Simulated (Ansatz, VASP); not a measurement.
# Te: VASP beside Ansatz, part 2 of 2

Wanted: the spread between two codes on one cell, functional and k mesh. The cell is taken from a series of runs on this material, whose earlier steps may have relaxed, scaled, displaced or heated it; both programs get it as it stands. Other levels of theory on this material are compared in a session of their own.

VASP 6.6.1 and Ansatz 0.2.0.

So far. Step 2 (VASP: single point, PBEsol with D3(BJ)): The run ends at a pressure of 0.07 GPa, with forces up to 0.015 eV/Å.

**5. VASP: single point, PBE**

Level of this step: PBE; plane waves and PAW (Te) (VASP).

A single point takes one fixed geometry, so differences don't come from the geometry; what else differs is listed under the comparison. The cell compared in this pair holds 102.01 Å³, against 90.65 Å³ for the pair before.

File INCAR:

```
SYSTEM = Te
PREC = Accurate
ENCUT = 500
EDIFF = 1E-06
NELM = 120
ISMEAR = 0
SIGMA = 0.01
LREAL = .FALSE.
ALGO = Normal
GGA = PE
NBANDS = 15
LORBIT = 11
LWAVE = .FALSE.
LCHARG = .FALSE.
ISIF = 2
LASPH = .TRUE.
GGA_COMPAT = .FALSE.
EFERMI = MIDGAP
KPAR = 2
```

File POSCAR:

```
Te
1.0
    4.4572000000      0.0000000000      0.0000000000
   -2.2286000000      3.8600484297      0.0000000000
    0.0000000000      0.0000000000      5.9290000000
Te
3
Direct
    0.2729113547      0.0000000000      0.3333333333
    0.0000000000      0.2729113547      0.6666666667
    0.7270886453      0.7270886453      0.0000000000
```

File KPOINTS:

```
Automatic mesh
0
Gamma
9 9 6
0 0 0
```

Potentials, in the order of the species: Te (PBE family, release 64).

The run is started by

```bash
mpirun -np 2 vasp_std
```

Numbers of over 12 decimals in the logs are rounded to 6 here.

The program printed:

```text
[banner, memory and clock lines left out]
running    2 mpi-ranks, on    1 nodes
[...]
LDA part: xc-table for (Slater+PW92), standard interpolation
 POSCAR, INCAR and KPOINTS ok, starting setup
[...]
entering main loop
       N       E                     dE             d eps       ncg     rms          rms(c)
DAV:   1     0.715896384054E+02    0.71590E+02   -0.62716E+03  1860   0.920E+02
DAV:   2    -0.476142977565E+01   -0.76351E+02   -0.72964E+02  2512   0.139E+02
DAV:   3    -0.935531898015E+01   -0.45939E+01   -0.45701E+01  2175   0.383E+01
DAV:   4    -0.943836782554E+01   -0.83049E-01   -0.83030E-01  2768   0.604E+00
[...]
DAV:  10    -0.942451325771E+01   -0.35438E-04   -0.47597E-05  2239   0.446E-02    0.260E-02
DAV:  11    -0.942450946991E+01    0.37878E-05   -0.13124E-05  2406   0.224E-02    0.942E-03
DAV:  12    -0.942450977214E+01   -0.30223E-06   -0.11757E-06  1707   0.668E-03
   1 F= -.94245098E+01 E0= -.94245098E+01  d E =-.706251E-36
```

OUTCAR, selected parts (step 5):

```text
  Total        0.5224619      0.5224619      0.7022092      0.0000000      0.0000000     -0.0000000
  in kB        8.2059508      8.2059508     11.0291173      0.0000000      0.0000000     -0.0000000
  external PRESSURE =       9.1470063 kB  Pullay stress =       0.0000000 kB

 POSITION                                       TOTAL-FORCE (eV/Angst)
 -----------------------------------------------------------------------------------
      1.21642      0.00000      1.97633         0.046926      0.000000      0.000000
     -0.60821      1.05345      3.95267        -0.023463      0.040639     -0.000000
      1.62039      2.80660      0.00000        -0.023463     -0.040639      0.000000
 -----------------------------------------------------------------------------------
    total drift:                                0.000000     -0.000000      0.000000

  FREE ENERGIE OF THE ION-ELECTRON SYSTEM (eV)
  ---------------------------------------------------
  free  energy   TOTEN  =        -9.4245097721 eV

  energy  without entropy=       -9.4245097721  energy(sigma->0) =       -9.42450977

[... 1 part as in an earlier step ...]

[... 2 further parts left out ...]
[key lines of the parts left out:]
E-fermi :   6.0232
```

The run ends at a pressure of 0.91 GPa, with forces up to 0.047 eV/Å.

**6. Ansatz: single point, PBE**

The same cell, functional, mesh and smearing now go to Ansatz, which takes its cutoff from its data sets.

The cell is taken from a series of runs on this material, whose earlier steps may have relaxed, scaled, displaced or heated it; both programs get it as it stands.

File input.yaml:

```yaml
crystal:
  lattice:
    - [4.4572, 0.0, 0.0]
    - [-2.2286, 3.8600484297, 0.0]
    - [0.0, 0.0, 5.929]
  atoms:
    - { symbol: Te, position: [0.2729113547, 0.0, 0.3333333333] }
    - { symbol: Te, position: [0.0, 0.2729113547, 0.6666666667] }
    - { symbol: Te, position: [0.7270886453, 0.7270886453, 0.0] }
kpoints:
  mp_grid: { grid: [9, 9, 6] }
  band_path:
    path:
      - [0.0, 0.0, 0.0]
      - [0.05, 0.0, 0.0]
      - [0.1, 0.0, 0.0]
      - [0.15, 0.0, 0.0]
      - [0.2, 0.0, 0.0]
      - [0.25, 0.0, 0.0]
      - [0.3, 0.0, 0.0]
      - [0.35, 0.0, 0.0]
      - [0.4, 0.0, 0.0]
      - [0.45, 0.0, 0.0]
      - [0.5, 0.0, 0.0]
      - [0.48333333, 0.03333333, 0.0]
      - [0.46666667, 0.06666667, 0.0]
      - [0.45, 0.1, 0.0]
      - [0.43333333, 0.13333333, 0.0]
      - [0.41666667, 0.16666667, 0.0]
      - [0.4, 0.2, 0.0]
      - [0.38333333, 0.23333333, 0.0]
      - [0.36666667, 0.26666667, 0.0]
      - [0.35, 0.3, 0.0]
      - [0.33333333, 0.33333333, 0.0]
      - [0.3, 0.3, 0.0]
      - [0.26666667, 0.26666667, 0.0]
      - [0.23333333, 0.23333333, 0.0]
      - [0.2, 0.2, 0.0]
      - [0.16666667, 0.16666667, 0.0]
      - [0.13333333, 0.13333333, 0.0]
      - [0.1, 0.1, 0.0]
      - [0.06666667, 0.06666667, 0.0]
      - [0.03333333, 0.03333333, 0.0]
      - [0.0, 0.0, 0.0]
      - [0.0, 0.0, 0.05]
      - [0.0, 0.0, 0.1]
      - [0.0, 0.0, 0.15]
      - [0.0, 0.0, 0.2]
      - [0.0, 0.0, 0.25]
      - [0.0, 0.0, 0.3]
      - [0.0, 0.0, 0.35]
      - [0.0, 0.0, 0.4]
      - [0.0, 0.0, 0.45]
      - [0.0, 0.0, 0.5]
      - [0.05, 0.0, 0.5]
      - [0.1, 0.0, 0.5]
      - [0.15, 0.0, 0.5]
      - [0.2, 0.0, 0.5]
      - [0.25, 0.0, 0.5]
      - [0.3, 0.0, 0.5]
      - [0.35, 0.0, 0.5]
      - [0.4, 0.0, 0.5]
      - [0.45, 0.0, 0.5]
      - [0.5, 0.0, 0.5]
      - [0.48333333, 0.03333333, 0.5]
      - [0.46666667, 0.06666667, 0.5]
      - [0.45, 0.1, 0.5]
      - [0.43333333, 0.13333333, 0.5]
      - [0.41666667, 0.16666667, 0.5]
      - [0.4, 0.2, 0.5]
      - [0.38333333, 0.23333333, 0.5]
      - [0.36666667, 0.26666667, 0.5]
      - [0.35, 0.3, 0.5]
      - [0.33333333, 0.33333333, 0.5]
      - [0.3, 0.3, 0.5]
      - [0.26666667, 0.26666667, 0.5]
      - [0.23333333, 0.23333333, 0.5]
      - [0.2, 0.2, 0.5]
      - [0.16666667, 0.16666667, 0.5]
      - [0.13333333, 0.13333333, 0.5]
      - [0.1, 0.1, 0.5]
      - [0.06666667, 0.06666667, 0.5]
      - [0.03333333, 0.03333333, 0.5]
      - [0.0, 0.0, 0.5]
      - [0.5, 0.0, 0.5]
      - [0.5, 0.0, 0.45]
      - [0.5, 0.0, 0.4]
      - [0.5, 0.0, 0.35]
      - [0.5, 0.0, 0.3]
      - [0.5, 0.0, 0.25]
      - [0.5, 0.0, 0.2]
      - [0.5, 0.0, 0.15]
      - [0.5, 0.0, 0.1]
      - [0.5, 0.0, 0.05]
      - [0.5, 0.0, 0.0]
      - [0.33333333, 0.33333333, 0.5]
      - [0.33333333, 0.33333333, 0.45]
      - [0.33333333, 0.33333333, 0.4]
      - [0.33333333, 0.33333333, 0.35]
      - [0.33333333, 0.33333333, 0.3]
      - [0.33333333, 0.33333333, 0.25]
      - [0.33333333, 0.33333333, 0.2]
      - [0.33333333, 0.33333333, 0.15]
      - [0.33333333, 0.33333333, 0.1]
      - [0.33333333, 0.33333333, 0.05]
      - [0.33333333, 0.33333333, 0.0]
    npoints: 1
hamiltonian:
  xc: pbe
scf:
  occupations: { method: gaussian, width: 0.01 }
  n_extra_bands: 5
output:
  forces: true
  stress: true
  eigenvalues: true
  populations: true
```

The run is started by

```bash
ansatz run input.yaml --threads 4 --pin off --max-ram 8192MiB --backend cpu --events-out ev --progress --plain --runs-dir out
```

The program printed:

```text
[...]
Crystal: 3 atoms, lattice volume = 102.008 Å³
Basis set: ecut = 420 eV, 2017 PW (Γ), exchange–correlation on 60×60×80 points (8 copies of the dense FFT grid, shifted against one another)
Bands: 29, of which v1, the nominal top of the filled ones, is band 24 counted from 1 (23 counted from 0)
Symmetry: 6 space group operations
[...]
k-points: 62 of 486 (time reversal used)
[...]
k-point 2: bands = [... 20 lower, 6.2143, 7.3439, 7.4791, 7.8311, 9.2175, 9.2988, 9.5086, 12.9487, ... 1 higher]
  k-point 61: bands = [... 20 lower, 3.7297, 7.8525, 8.7462, 8.7462, 8.9368, 9.9839, 9.9839, 14.7064, ... 1 higher]
--- Löwdin populations: 3 sites ---
  site symbol       q [e]
     0     Te     15.9548
     1     Te     15.9548
     2     Te     15.9548
  spilling = 0.002825 (of n_electrons = 48.000000)
[key lines of the parts left out:]
SCF converged after 6 iterations
Free energy (F): -20939.866793 eV
Fermi energy:    8.841717 eV
P = ⅓ Tr σ = 0.9135 GPa (9.135 kbar)
```

**7. Differences**

What differs besides the data sets and the points named for the pairs above, as far as they apply: the data sets hold 48 valence electrons in Ansatz (on its default PAW (the set named soft_2) files) and 18 in VASP. Total energies have different zeros and are not compared.

The two programs side by side:

```
              quantity  Ansatz   VASP  difference
        pressure (GPa)    0.91   0.91        0.00
gap on the k mesh (eV)   0.191  0.172      +0.019
```

Forces (eV/Å; atoms numbered as in POSCAR):

```
atom         Ansatz x, y, z           VASP x, y, z
 Te1    0.037, 0.000, 0.000    0.047, 0.000, 0.000
 Te2   -0.018, 0.032, 0.000   -0.023, 0.041, 0.000
 Te3  -0.018, -0.032, 0.000  -0.023, -0.041, 0.000
```

The forces differ by 5.8 meV/Å r.m.s., which is 21.3 % of the r.m.s. force of 0.027 eV/Å (both taken over all components). A gap on the mesh is an upper bound, since the band edges may lie between its points.

**8. What came out**

```
difference in pressure (single point, PBEsol with D3(BJ))  : -0.088 GPa
r.m.s. force difference (single point, PBEsol with D3(BJ)) : 8.8 meV/Å
difference in gap on the k mesh (single point, PBE)        : 0.019 eV
```

In words: The r.m.s. force difference is 8.8 meV/Å (single point, PBEsol with D3(BJ)), within the 12 meV/Å picked in this series as the mark of a large difference. The data sets hold unlike numbers of valence electrons (48 in Ansatz and 18 in VASP), so part of the differences may come from the potentials. 7 further pairs of this series are not shown here. How closely two codes agree says nothing of how well the functional describes the real material.

[Lines on the potential files, build, host, timing and source positions are cut from VASP's logs without a mark.]

[Logs are printed without paths, hosts, clocks, repeated set-up lines and the standing remarks that a program may print on its own settings, such as how far it seeks lower states.]

[Hosts, paths, dates, database ids (printed as entryN), source tags and the programs' standing remarks are cut or masked in the printed files.]
